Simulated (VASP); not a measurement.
Computed with r2SCAN meta-GGA, VASP's PBE PAW potentials (set 64) (plane waves; VASP 6.6.1).

VASP input:

**KPOINTS**
```
Regular mesh
0
Gamma
8 8 8
0 0 0
```

POSCAR:
```
ZrO2
1.0
  0.0000000000   2.5459867553   2.5459867553
  2.5459867553   0.0000000000   2.5459867553
  2.5459867553   2.5459867553   0.0000000000
Zr O
1 2
Cart
  0.0000000000   0.0000000000   0.0000000000
  1.2729933776   1.2729933776   1.2729933776
  3.8189801330   3.8189801330   3.8189801330
```

**INCAR**
```
SYSTEM = ZrO2
PREC = Accurate; ENCUT = 620; LREAL = F
LASPH = T
EDIFF = 1E-6; NELM = 100; ALGO = Normal
LMAXMIX = 4; LMIXTAU = T
ISMEAR = 0; SIGMA = 0.05
METAGGA = R2SCAN
IBRION = 2; NSW = 40; ISIF = 3
EDIFFG = -0.02; PSTRESS = 50
LWAVE = F; LCHARG = F
```

POTCAR, in this order: Zr_sv O (PBE.64 set). Program: vasp_std.

**Question.** What does the run give for the energy per atom (σ→0), volume per atom, band gap (on the k-mesh)?

**Answer.** 
```yaml
energy per atom (σ→0): -1474.8 kJ/mol of atoms
band gap (on the k-mesh): 3.93 eV
volume_per_atom: 10.79 Å³/atom
```

### OSZICAR
```
...
DAV:   5    -0.458533660177E+02   -0.62733E-03   -0.44737E-03  1392   0.540E-01    0.946E-02
DAV:   6    -0.458538934494E+02   -0.52743E-03   -0.11776E-03  1032   0.422E-01    0.106E-01
DAV:   7    -0.458541123107E+02   -0.21886E-03   -0.98274E-04  1544   0.251E-01    0.197E-02
DAV:   8    -0.458541762446E+02   -0.63934E-04   -0.77942E-05  1456   0.104E-01    0.624E-03
DAV:   9    -0.458541823004E+02   -0.60559E-05   -0.14020E-05  1080   0.422E-02    0.217E-03
DAV:  10    -0.458541840627E+02   -0.17622E-05   -0.21612E-06   712   0.197E-02    0.191E-03
DAV:  11    -0.458541848297E+02   -0.76706E-06   -0.43317E-07   496   0.819E-03
   3 F= -.44844335E+02 E0= -.44844335E+02  d E =-.110508E-01
```

The compound is ZrO2 in the fluorite structure, the high-temperature cubic form, which is unstable at 0 K; the monoclinic form is the stable one. This run relaxes it under an external pressure of 5 GPa. Symmetry was kept, so distortions that lower it aren't found.
